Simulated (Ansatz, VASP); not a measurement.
## SnO2 (amorphous SnO2): VASP beside Ansatz

Aim: how closely do two programs agree when they are given the same cell, functional and k mesh? The cell is taken from a series of runs on this material, whose earlier steps may have relaxed, scaled, displaced or heated it; both programs get it as it stands.

Main program and level: Ansatz 0.2.0; plane waves, with VASP 6.6.1 beside it; single point at PBE.

**1. The structure**

The cell holds 72 atoms: 24 Sn and 48 O. Cell: a = 9.851 Å, b = 9.851 Å, c = 9.851 Å, α = 90.0°, β = 90.0°, γ = 90.0°. As first built, before any earlier steps moved the atoms (in the runner's words): 72 atoms (24 Sn, 48 O) placed at random at 6.03 g/cm^3, melted at 5000 K for 10 ps at fixed volume with the Morse and Coulomb pair potential with partial charges (Pedone, Malavasi, Menziani, Cormack and Segre, J. Phys. Chem. B 110, 11780 (2006)). Quenched from 5000 K to 300 K at 50 K/ps and fixed volume, held 10 ps at zero pressure, then minimised at fixed cell. Then every atom was moved at random, 0.02 A r.m.s. a Cartesian component (hydrogen 0.6 of that).

**2. VASP: single point, PBE**

A single point gives forces, pressure and levels at one fixed geometry, so differences don't come from the geometry; what else differs is listed under the comparison.

Lines of VASP's logs that name or quote its potential files are left out, and so is its time.

The input, INCAR:

```
SYSTEM = SnO2
PREC = Accurate
ENCUT = 600
EDIFF = 1E-06
NELM = 120
ISMEAR = -1
SIGMA = 0.05
LREAL = Auto
ALGO = Normal
GGA = PE
NBANDS = 368
LORBIT = 11
LWAVE = .FALSE.
LCHARG = .FALSE.
ISIF = 2
LASPH = .TRUE.
GGA_COMPAT = .FALSE.
EFERMI = MIDGAP
NCORE = 2
```

The input, POSCAR:

```
SnO2
1.0
    9.8508900000      0.0000000000      0.0000000000
    0.0000000000      9.8508900000      0.0000000000
    0.0000000000      0.0000000000      9.8508900000
Sn O
24 48
Direct
    0.7325900000      0.6732500000      0.3315800000
    0.0486300000      0.2200300000      0.4327700000
    0.5078300000      0.1779000000      0.0988600000
    0.7730600000      0.4638700000      0.5774500000
    0.2218300000      0.6999000000      0.3896700000
    0.4932500000      0.7223700000      0.5975500000
    0.9794200000      0.2049900000      0.9445700000
    0.2071800000      0.4688600000      0.7504900000
    0.2077400000      0.0342500000      0.1755700000
    0.5812400000      0.9952000000      0.4757700000
    0.8289600000      0.0281400000      0.2382500000
    0.9804200000      0.7266900000      0.1215800000
    0.8341500000      0.5401300000      0.9379000000
    0.9912000000      0.6944500000      0.6389300000
    0.2555200000      0.8046400000      0.8930300000
    0.3688100000      0.2959500000      0.4395700000
    0.4987200000      0.8587500000      0.1273100000
    0.2058000000      0.9835400000      0.5994700000
    0.4678300000      0.5426500000      0.0590300000
    0.1179500000      0.4236700000      0.1803700000
    0.7880100000      0.9263300000      0.8699500000
    0.8129900000      0.1395800000      0.6224800000
    0.5241300000      0.3849300000      0.7758800000
    0.7539700000      0.3720500000      0.2035300000
    0.8747800000      0.5411700000      0.7394200000
    0.5754200000      0.9660700000      0.2759700000
    0.3813400000      0.0168500000      0.0669600000
    0.3618700000      0.3737800000      0.6364400000
    0.6392800000      0.9203000000      0.9970500000
    0.3620800000      0.1947400000      0.2454200000
    0.8553300000      0.7407600000      0.9628500000
    0.7005100000      0.1743000000      0.1744500000
    0.3659600000      0.4751500000      0.8780600000
    0.8931200000      0.8383300000      0.7227600000
    0.6317900000      0.5222000000      0.9256200000
    0.3986000000      0.9140500000      0.5475700000
    0.5269100000      0.1922600000      0.4728900000
    0.0884700000      0.3260800000      0.8184000000
    0.8433200000      0.3447700000      0.9991100000
    0.8517700000      0.8225900000      0.2491400000
    0.5583800000      0.3846700000      0.1433200000
    0.6635700000      0.9972600000      0.6686900000
    0.3947400000      0.7484900000      0.7581800000
    0.0399900000      0.0624400000      0.2896000000
    0.1266900000      0.8512700000      0.0554000000
    0.8639200000      0.6357000000      0.4873900000
    0.3831600000      0.6308000000      0.4594400000
    0.5148900000      0.2434800000      0.9135800000
    0.1286300000      0.8104300000      0.5305200000
    0.2375700000      0.1501100000      0.4981300000
    0.1334700000      0.2205700000      0.0872300000
    0.6938000000      0.3131600000      0.6865600000
    0.9100700000      0.0340000000      0.0481500000
    0.1347700000      0.6706000000      0.8035200000
    0.2802900000      0.8667200000      0.2855600000
    0.7812600000      0.0671700000      0.4335000000
    0.8663400000      0.1103300000      0.8156600000
    0.2027900000      0.9662600000      0.7916500000
    0.9470100000      0.3270200000      0.2591400000
    0.1308000000      0.5463700000      0.5778000000
    0.3046400000      0.4980800000      0.1614300000
    0.0342300000      0.5399200000      0.0299700000
    0.7011400000      0.4638800000      0.3844300000
    0.5955300000      0.5501300000      0.6462200000
    0.0843100000      0.6340500000      0.2693000000
    0.5721300000      0.6817400000      0.1988500000
    0.0142900000      0.0785300000      0.5851300000
    0.8133600000      0.5636400000      0.1702200000
    0.6285700000      0.7885200000      0.4716100000
    0.9010600000      0.3144200000      0.5370100000
    0.3855200000      0.7319300000      0.0255000000
    0.1845300000      0.3634800000      0.3683900000
```

The input, KPOINTS:

```
Automatic mesh
0
Gamma
1 1 1
0 0 0
```

PAW data sets: Sn_d and O (PBE family, release 64).

Started as:

```console
$ mpirun -np 8 vasp_gam
```

Numbers of over 12 decimals in the logs are rounded to 6 here.

The program printed:

```text
[banner, memory and clock lines left out]
running    8 mpi-ranks, on    1 nodes
[...]
LDA part: xc-table for (Slater+PW92), standard interpolation
 POSCAR, INCAR and KPOINTS ok, starting setup
[...]
entering main loop
       N       E                     dE             d eps       ncg     rms          rms(c)
DAV:   1     0.188739623153E+05    0.18874E+05   -0.26639E+05   744   0.328E+03
DAV:   2     0.441910847445E+04   -0.14455E+05   -0.13841E+05   736   0.104E+03
DAV:   3     0.207576978896E+03   -0.42115E+04   -0.39329E+04   760   0.403E+02
DAV:   4    -0.468312419855E+03   -0.67589E+03   -0.65672E+03   864   0.168E+02
[...]
DAV:  16    -0.426168880972E+03   -0.12567E-04   -0.39709E-05   928   0.277E-02    0.119E-02
DAV:  17    -0.426168886367E+03   -0.53954E-05   -0.13241E-05   848   0.173E-02    0.441E-03
DAV:  18    -0.426168886440E+03   -0.72891E-07   -0.51279E-06   776   0.714E-03
   1 F= -.42616889E+03 E0= -.42614911E+03  d E =-.395542E-01
```

From OUTCAR (step 2):

```text
  Total       44.7113817     48.5095506     57.0301248      1.5693905     -3.4586063      2.6528327
  in kB       74.9380287     81.3039088     95.5847252      2.6303601     -5.7967597      4.4462516
  external PRESSURE =      83.9422209 kB  Pullay stress =       0.0000000 kB

 POSITION                                       TOTAL-FORCE (eV/Angst)
 -----------------------------------------------------------------------------------
      7.21666      6.63211      3.26636        -0.891143     -0.709182      0.214913
      0.47905      2.16749      4.26317        -0.179013      0.009324     -0.507383
      5.00258      1.75247      0.97386        -0.277536      1.584150      0.332274
      7.61533      4.56953      5.68840        -0.387689      1.448107     -0.345585
      2.18522      6.89464      3.83860         0.077602      0.629552     -0.271502
      4.85895      7.11599      5.88640        -1.013830     -0.799743      0.646630
      9.64816      2.01933      9.30486         1.970399      1.281875      1.008384
      2.04091      4.61869      7.39299        -0.652386      0.956171     -0.142073
      2.04642      0.33739      1.72952        -0.030097     -0.136405      0.657990
      5.72573      9.80361      4.68676        -1.562055      0.664921      0.320660
      8.16599      0.27720      2.34697         0.378634     -0.271789     -0.518204
      9.65801      7.15854      1.19767         1.200402     -0.333687     -0.553554
      8.21712      5.32076      9.23915         0.008988     -0.675201     -0.419423
      9.76420      6.84095      6.29403         1.150581     -1.157590      0.943631
[...]
-----------------------------------------------------------------------------------
    total drift:                                0.016612      0.008507     -0.063451

  FREE ENERGIE OF THE ION-ELECTRON SYSTEM (eV)
  ---------------------------------------------------
  free  energy   TOTEN  =      -426.1688864404 eV

  energy  without entropy=     -426.1293322855  energy(sigma->0) =     -426.14910936

[... 3 further parts left out ...]
[key lines of the parts left out:]
E-fermi :   5.3448
```

The run ends at a pressure of 8.39 GPa, with forces up to 2.6 eV/Å.

(Part 1 of 2 ends here.)

[Lines on the potential files, build, host, timing and source positions are cut from VASP's logs without a mark.]

[Logs are printed without paths, hosts, clocks, repeated set-up lines and the standing remarks that a program may print on its own settings, such as how far it seeks lower states.]

[Hosts, paths, dates, database ids (printed as entryN), source tags and the programs' standing remarks are cut or masked in the printed files.]
